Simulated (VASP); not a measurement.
Given:

```xyz
3
Lattice="4.5664 0.0000 0.0000 -2.2832 3.9546 0.0000 0.0000 0.0000 2.8237" Properties=species:S:1:pos:R:3 pbc="T T T"
Ti     0.0000     0.0000     0.0000
Ti     0.0000     2.6364     1.4119
Ti     2.2832     1.3182     1.4119
```

Level of theory: r2SCAN meta-GGA, VASP's PBE PAW potentials (set 64) (plane waves; VASP). Settings: 400 eV cut-off, 9×9×12 Γ-centred mesh, tetrahedra with Blöchl corrections, potentials Ti_sv.

Q: Estimate the energy per atom (σ→0), band gap (over mesh and band path) with the smallest direct gap where there is one.

A: 
```yaml
band gap (over mesh and band path): none (metal, semimetal or under 0.01 eV)
energy per atom (σ→0): -12.957 eV/atom
```

The structure was generated: Ti was put into the omega type (P6/mmm), which need not be its known phase. It was relaxed first.
